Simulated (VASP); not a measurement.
Level of theory: PBEsol GGA, VASP's PBE PAW potentials (set 64) (plane waves; VASP 6.6.1).

VASP input:

INCAR:
```
LWAVE=.FALSE.
SYSTEM=Cd3ZnS4
ENCUT=400
ISIF=2   # forces and stress, cell fixed
LREAL=.FALSE.   # projection in real space or not
NEDOS=601   # DOS grid
ALGO=Normal
LCHARG=.TRUE.
LASPH=.TRUE.   # aspherical one-centre terms
GGA=PS   # PBEsol
NELM=100
LMAXMIX=4
EDIFF=1E-7   # SCF stop (eV)
LEFG=.TRUE.
PREC=Accurate
ISMEAR=-5   # tetrahedra, Bloechl
LORBIT=11   # lm-projected
```

**POSCAR**
```
Cd3ZnS4
1
    4.0577340251    -6.9852021199    -0.0065409925
    2.0102474360     3.4818508338     0.0000000003
   -0.0053302687     0.0030774326     6.5902254729
Zn Cd S
1 3 4
Direct
  0.3326063726   0.3326053726   0.5001803340
  0.1731895310   0.6731895310   0.0051350871
  0.8363125346   0.3363115346   0.4975666115
  0.6595602068   0.6595612068   0.0015411474
  0.3309103984   0.3309093984   0.8525378103
  0.1845837613   0.6845837612   0.3883573086
  0.8361974967   0.3361964967   0.8798207782
  0.6466416987   0.6466426987   0.3828609228
```

**KPOINTS**
```
Automatic
0
G
 4 7 4
```

POTCAR, in this order: Zn Cd S (PBE.64 set). Program: vasp_std.

### Question
What will the output report for the number of irreducible k-points (NKPTS), number of bands (NBANDS), largest plane-wave count, number of space-group operations, FFT grid (NGX, NGY, NGZ)?

### Answer

| Quantity | Value |
|---|---|
| number of irreducible k-points (NKPTS) | 58 |
| number of bands (NBANDS) | 43 |
| largest plane-wave count | 3393 |
| number of space-group operations | 2 |
| FFT grid (NGX, NGY, NGZ) | 54 × 28 × 48 |

The structure was generated: Cd3ZnS4 was put into an ordered model structure (Pm), which need not be its known phase. It was relaxed first.
